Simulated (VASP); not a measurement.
An input for Ansatz (written as the equivalent of a VASP run, and not itself run):

Ansatz 0.2 input:
```yaml
crystal:
  lattice:
    - [0.0000000, 2.7068962, 2.7068962]
    - [2.7068962, 0.0000000, 2.7068962]
    - [2.7068962, 2.7068962, 0.0000000]
  atoms:
    - { symbol: Hg, position: [0.0000000, 0.0000000, 0.0000000] }
    - { symbol: S, position: [0.5000000, 0.5000000, 0.5000000] }
kpoints:
  mp_grid: { grid: [13, 13, 13] }
hamiltonian:
  xc: lda
  pseudopotentials: { kind: paw }
scf:
  occupations: { method: tetrahedron }
  max_iter: 100
output: { forces: true, stress: true, eigenvalues: true }
```

Q: Translate this input to VASP (INCAR, KPOINTS, POSCAR, choice of POTCAR).

A: One answer among several that fit: 
KPOINTS:
```
Automatic mesh
0
Gamma
13 13 13
0 0 0
```

**POSCAR**
```
HgS
3.8281290
  0.0000000000   0.7071068291   0.7071068291
  0.7071068291   0.0000000000   0.7071068291
  0.7071068291   0.7071068291   0.0000000000
Hg S
1 1
Cartesian
  0.0000000000   0.0000000000   0.0000000000
  0.7071068291   0.7071068291   0.7071068291
```

### INCAR
```
# general
SYSTEM =HgS
PREC   =Accurate
ENCUT  =400
LREAL  =.False.
LASPH  =.True.

# electronic loop
EDIFF  =1E-7
NELM   =100
ALGO   =Normal
LMAXMIX=6

# smearing
ISMEAR =-5

# ions
ISIF   =2

# output
LWAVE  =.False.
LCHARG =.True.
LORBIT =11
NEDOS  =601
```

POTCAR, in this order: Hg S (LDA.64 set). Program: vasp_std.

Limits of the translation: each code has its own PAW files, so the cut-off isn't converted (ENCUT is set for VASP's; basis.ecutwfc is left out, and Ansatz then takes the one that its files recommend); Ansatz stops its SCF on the density residual and VASP on the energy change (EDIFF); Ansatz's lda is the Perdew-Wang form, while the LDA potentials of VASP carry Perdew-Zunger's.

The structure comes from a computed database's HgS entry (Fm-3m); how it stands against other phases isn't given here. It was relaxed first, which changed the volume by -9 %.
